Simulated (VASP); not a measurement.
## What goes wrong when Pd (Palladium) is relaxed with a bad input

Aim: see how common mistakes in a VASP relaxation show up, on Pd (Palladium). The starting structure is a measured crystal structure from the Crystallography Open Database.

Calculated with VASP 6.6.1; Kohn-Sham DFT with plane waves and PAW; PBEsol.

## 1. The structure

Symmetry: Fm-3m, No. 225, cubic system. Conventional cell: a = 3.890 Å, b = 3.890 Å, c = 3.890 Å, α = 90.00°, β = 90.00°, γ = 90.00°. Nearest to Pd lie 12 Pd at 2.75 Å.

Coordinates:

```xyz
1
Lattice="0.0000 1.9449 1.9449 1.9449 0.0000 1.9449 1.9449 1.9449 0.0000" Properties=species:S:1:pos:R:3 pbc="T T T"
Pd    0.0000    0.0000    0.0000
```

## 2. Reference relaxation

INCAR reads:

```
SYSTEM = Pd
PREC = Accurate
ENCUT = 450
EDIFF = 1E-06
NELM = 100
ISMEAR = 1
SIGMA = 0.1
LREAL = .FALSE.
ALGO = Normal
GGA = PS
NBANDS = 11
LORBIT = 11
LWAVE = .FALSE.
LCHARG = .FALSE.
KPAR = 2
IBRION = 2
NSW = 50
ISIF = 3
EDIFFG = -0.01
```

POSCAR reads:

```
Pd
1.0
    0.0000000000      1.9449000000      1.9449000000
    1.9449000000      0.0000000000      1.9449000000
    1.9449000000      1.9449000000      0.0000000000
Pd
1
Direct
    0.0000000000      0.0000000000      0.0000000000
```

KPOINTS reads:

```
Automatic mesh
0
Gamma
12 12 12
0 0 0
```

Potentials, in the order of the species: Pd (PBE family, release 64).

Run with:

```bash
$ mpirun -np 2 vasp_std
```

Output:

```text
[banner, memory and clock lines left out]
running    2 mpi-ranks, on    1 nodes
 distrk:  each k-point on    1 cores,    2 groups
 distr:  one band on    1 cores,    1 groups

 POSCAR found type information on POSCAR Pd
 POSCAR found :  1 types and       1 ions
|                                                                             |
|               ----> ADVICE to this user running VASP <----                  |
|                                                                             |
|     You enforced a specific xc type in the INCAR file but a different       |
|     [... a line on the potential file left out ...]
|     I HOPE YOU KNOW WHAT YOU ARE DOING!                                     |
|                                                                             |

 LDA part: xc-table for (Slater+PW92), standard interpolation
 POSCAR, INCAR and KPOINTS ok, starting setup
 FFT: planning ... GRIDC
 FFT: planning ... GRID_SOFT
 FFT: planning ... GRID
 WAVECAR not read
 entering main loop
       N       E                     dE             d eps       ncg     rms          rms(c)
DAV:   1     0.363729436360E+02    0.36373E+02   -0.46993E+03  1616   0.751E+02
DAV:   2    -0.584570076405E+01   -0.42219E+02   -0.40755E+02  1795   0.169E+02
DAV:   3    -0.635331909544E+01   -0.50762E+00   -0.50454E+00  1875   0.197E+01
DAV:   4    -0.635554436287E+01   -0.22253E-02   -0.22249E-02  1908   0.138E+00
DAV:   5    -0.635556748542E+01   -0.23123E-04   -0.23122E-04  2022   0.128E-01    0.838E+00
DAV:   6    -0.597980221116E+01    0.37577E+00   -0.15554E+00  1944   0.101E+01    0.369E+00
DAV:   7    -0.596763799860E+01    0.12164E-01   -0.36439E-02  2089   0.124E+00    0.192E+00
DAV:   8    -0.596297322458E+01    0.46648E-02   -0.18288E-03  1955   0.413E-01    0.134E-01
DAV:   9    -0.596292986253E+01    0.43362E-04   -0.15868E-04  2064   0.109E-01    0.139E-02
DAV:  10    -0.596293544996E+01   -0.55874E-05   -0.53393E-06  1977   0.219E-02    0.128E-02
DAV:  11    -0.596293450220E+01    0.94776E-06   -0.89894E-07  1313   0.842E-03
   1 F= -.59629345E+01 E0= -.59622388E+01  d E =-.596293E+01
 curvature:   0.00 expect dE= 0.000E+00 dE for cont linesearch  0.000E+00
 trial: gam= 0.00000 g(F)=  0.132E-62 g(S)=  0.990E-02 ort = 0.000E+00 (trialstep = 0.100E+01)
 search vector abs. value=  0.990E-02
 bond charge predicted
       N       E                     dE             d eps       ncg     rms          rms(c)
DAV:   1    -0.613327486013E+01   -0.17034E+00   -0.32171E+00  1767   0.175E+01    0.298E+00
DAV:   2    -0.596113079504E+01    0.17214E+00   -0.73497E-01  1914   0.684E+00    0.577E-01
DAV:   3    -0.595939876056E+01    0.17320E-02   -0.10790E-02  2143   0.681E-01    0.339E-01
DAV:   4    -0.595954743271E+01   -0.14867E-03   -0.21144E-03  1906   0.320E-01    0.387E-02
DAV:   5    -0.595953787763E+01    0.95551E-05   -0.21793E-05  1925   0.424E-02    0.171E-02
DAV:   6    -0.595954039971E+01   -0.25221E-05   -0.12347E-06  2118   0.710E-03    0.111E-03
DAV:   7    -0.595954048871E+01   -0.89006E-07   -0.47003E-08  1265   0.147E-03
   2 F= -.59595405E+01 E0= -.59588555E+01  d E =0.339401E-02
 trial-energy change:    0.003394  1 .order    0.003771   -0.009898    0.017441
 step:   0.3816(harm=  0.3620)  dis= 0.00000  next Energy=    -5.964844 (dE=-0.191E-02)
 bond charge predicted
       N       E                     dE             d eps       ncg     rms          rms(c)
DAV:   1    -0.603474172196E+01   -0.75201E-01   -0.12514E+00  1779   0.109E+01    0.177E+00
DAV:   2    -0.596523084812E+01    0.69511E-01   -0.31023E-01  1788   0.436E+00    0.500E-01
DAV:   3    -0.596483420690E+01    0.39664E-03   -0.20351E-03  2059   0.303E-01    0.304E-01
DAV:   4    -0.596486670969E+01   -0.32503E-04   -0.74361E-04  1902   0.212E-01    0.183E-02
DAV:   5    -0.596487004379E+01   -0.33341E-05   -0.20506E-05  2002   0.333E-02    0.930E-03
DAV:   6    -0.596487134049E+01   -0.12967E-05   -0.69915E-07  1878   0.713E-03    0.855E-04
DAV:   7    -0.596487129636E+01    0.44127E-07   -0.10652E-08  1212   0.935E-04
   3 F= -.59648713E+01 E0= -.59641908E+01  d E =-.193679E-02
 curvature:  -0.18 expect dE=-0.239E-07 dE for cont linesearch -0.239E-07
 trial: gam=-0.00364 g(F)=  0.291E-62 g(S)=  0.132E-06 ort = 0.362E-04 (trialstep = 0.876E+00)
 search vector abs. value=  0.102E-09
 reached required accuracy - stopping structural energy minimisation
```

Wall time 19 s (2 MPI ranks of AMD EPYC 7R43, shared host); peak memory 0.17 GiB; 36 s of CPU time.

Lines that name or quote the potential files are left out of all logs, and their timing lines are given in words.

Parts of OUTCAR (step 2):

```text
ion  position               nearest neighbor table
   1  0.000  0.000  0.000-

  LATTYP: Found a face centered cubic cell.
 ALAT       =     3.8898000000

 Subroutine GETGRP returns: Found 48 space group operations
 (whereof 48 operations were pure point group operations)

The static configuration has the point symmetry O_h .

 Found     72 irreducible k-points:

   k-points           NKPTS =     72   k-points in BZ     NKDIM =     72   number of bands    NBANDS=     11

   dimension x,y,z NGX =    20 NGY =   20 NGZ =   20
   dimension x,y,z NGXF=    40 NGYF=   40 NGZF=   40

   ENCUT  =  450.0 eV  33.07 Ry    5.75 a.u.   4.76  4.76  4.76*2*pi/ulx,y,z

   NELECT =      10.0000    total number of electrons

 k-points in reciprocal lattice and weights: Automatic mesh
   0.00000000  0.00000000  0.00000000       0.001
   0.08333333  0.00000000  0.00000000       0.005
   0.16666667  0.00000000  0.00000000       0.005
   0.25000000  0.00000000  0.00000000       0.005
   0.33333333  0.00000000  0.00000000       0.005
   0.41666667  0.00000000  0.00000000       0.005
   0.50000000  0.00000000  0.00000000       0.002
   0.08333333  0.08333333  0.00000000       0.003
   0.16666667  0.08333333  0.00000000       0.014
[...]
-0.33333333  0.50000000  0.16666667       0.007
  -0.25000000  0.50000000  0.25000000       0.003

 average (electrostatic) potential at core
       1 -70.2807

 E-fermi :   9.8633

 k-point     1 :       0.0000    0.0000    0.0000
  band No.  band energies     occupation
    ...
      2       6.9586      2.00000
      3       6.9586      2.00000
      4       6.9586      2.00000
      5       8.6407      2.00000
      6       8.6407      2.00000
      7      27.0431      0.00000
      8      31.9129      0.00000
      9      31.9129      0.00000
     10      31.9129      0.00000
     11      35.8979      0.00000

 k-point     2 :       0.0833    0.0000    0.0000
  band No.  band energies     occupation
    ...
      2       6.8691      2.00000
      3       7.0460      2.00000
      4       7.0460      2.00000
      5       8.6000      2.00000
      6       8.6000      2.00000
      7      27.3098      0.00000
      8      30.4153      0.00000
      9      32.2119      0.00000
     10      32.2119      0.00000
     11      35.9570      0.00000

 k-point     3 :       0.1667    0.0000    0.0000
  band No.  band energies     occupation
    ...
      2       6.7126      2.00000
      3       7.2239      2.00000
      4       7.2239      2.00000
      5       8.5710      2.00000
      6       8.5710      2.00000
      7      27.2149      0.00000
      8      28.3891      0.00000
      9      32.9944      0.00000
     10      32.9944      0.00000
     11      35.9346      0.00000

  Total       -0.0009554     -0.0009554     -0.0009554     -0.0000000      0.0000000     -0.0000000
  in kB       -0.1055513     -0.1055513     -0.1055513     -0.0000000      0.0000000     -0.0000000
  external PRESSURE =      -0.1055513 kB  Pullay stress =       0.0000000 kB

  energy-cutoff  :      450.00
  volume of cell :       14.50
      direct lattice vectors                 reciprocal lattice vectors
    -0.000000000  1.935536909  1.935536909    -0.258326254  0.258326254  0.258326254
     1.935536909  0.000000000  1.935536909     0.258326254 -0.258326254  0.258326254
     1.935536909  1.935536909 -0.000000000     0.258326254  0.258326254 -0.258326254

 POSITION                                       TOTAL-FORCE (eV/Angst)
 -----------------------------------------------------------------------------------
      0.00000      0.00000      0.00000         0.000000      0.000000      0.000000
 -----------------------------------------------------------------------------------
    total drift:                               -0.000000     -0.000000     -0.000000

  FREE ENERGIE OF THE ION-ELECTRON SYSTEM (eV)
  ---------------------------------------------------
  free  energy   TOTEN  =        -5.9648712964 eV

  energy  without entropy=       -5.9628297438  energy(sigma->0) =       -5.96419078

 reached required accuracy - stopping structural energy minimisation

 total charge
# of ion       s       p       d       tot
------------------------------------------
    1        0.494   0.506   8.459   9.459

[... 3 further parts left out ...]
```

CONTCAR:

```
Pd
   1.00000000000000
    -0.0000000000000000    1.9355369093058543    1.9355369093058543
     1.9355369093058543    0.0000000000000000    1.9355369093058543
     1.9355369093058543    1.9355369093058543   -0.0000000000000000
  Pd
     1
Direct
     0.0000000000000000    0.0000000000000000    0.0000000000000000
```

The PAW data sets were made with PBE, which is usual practice but a small mismatch for other functionals. The run keeps the 48 symmetry operations of its start, so it cannot find a distortion of lower symmetry.

The reference relaxation ends at 14.502 Å³ an atom.

## 3. Relaxation with too few electronic steps

A slip made on purpose: too few electronic steps. Against step 2 the input has NELM = 4 (also changed: NSW).

INCAR: that of step 2 with these lines changed.

```diff
@@ -4,3 +4,3 @@
 EDIFF = 1E-06
-NELM = 100
+NELM = 4
 ISMEAR = 1
@@ -16,3 +16,3 @@
 IBRION = 2
-NSW = 50
+NSW = 30
 ISIF = 3
```

POSCAR is that of step 2.

KPOINTS is that of step 2.

Run with:

```bash
$ mpirun -np 2 vasp_std
```

Output:

```text
[banner, memory and clock lines left out]
running    2 mpi-ranks, on    1 nodes
[...]
[... a notice as in an earlier step ...]

 LDA part: xc-table for (Slater+PW92), standard interpolation
 POSCAR, INCAR and KPOINTS ok, starting setup
[...]
entering main loop
       N       E                     dE             d eps       ncg     rms          rms(c)
[... 4 cycles as in an earlier step ...]
|                                                                             |
|           W    W    AA    RRRRR   N    N  II  N    N   GGGG   !!!           |
|           W    W   A  A   R    R  NN   N  II  NN   N  G    G  !!!           |
|           W    W  A    A  R    R  N N  N  II  N N  N  G       !!!           |
|           W WW W  AAAAAA  RRRRR   N  N N  II  N  N N  G  GGG   !            |
|           WW  WW  A    A  R   R   N   NN  II  N   NN  G    G                |
|           W    W  A    A  R    R  N    N  II  N    N   GGGG   !!!           |
|                                                                             |
[...]
|     EEEEE    RRRRRR   RRRRRR   O     O  RRRRRR       #       #       #      |
|     E        R   R    R   R    O     O  R   R                               |
|     E        R    R   R    R   O     O  R    R      ###     ###     ###     |
|     EEEEEEE  R     R  R     R  OOOOOOO  R     R     ###     ###     ###     |
|                                                                             |
|     Orbital orthonormalization failed in the inversion of matrix            |
|     LAPACK: Routine ZPOTRF failed! kpoint: 1 spin: 1                        |
|                                                                             |
|     Possible solutions for this issue are:                                  |
|     - Please check whether the atoms are too close to each other.           |
|     - Decreasing POTIM might help during relaxations or MDs.                |
|     - Deleting CHGCAR or WAVECAR if incompatible with the structure.        |
|     - Try calculating without symmetrizing (ISYM = 0 or ISYM = -1).         |
|     - As last resort: using a different PAW for some of the atoms.          |
|                                                                             |
|       ---->  I REFUSE TO CONTINUE WITH THIS SICK JOB ... BYE!!! <----       |
|                                                                             |

1
1
```

Run time: 5.8 s. Hardware: 2 MPI ranks.

VASP stopped with this message: “Orbital orthonormalization failed in the inversion of matrix LAPACK: Routine ZPOTRF failed! kpoint: 1 spin: 1”.

(Continued in part 2 of 2.)

[Lines on the potential files, build, host, timing and source positions are cut from VASP's logs without a mark.]

[Logs are printed without paths, hosts, clocks, repeated set-up lines and the standing remarks that a program may print on its own settings, such as how far it seeks lower states.]

[Hosts, paths, dates, database ids (printed as entryN), source tags and the programs' standing remarks are cut or masked in the printed files.]
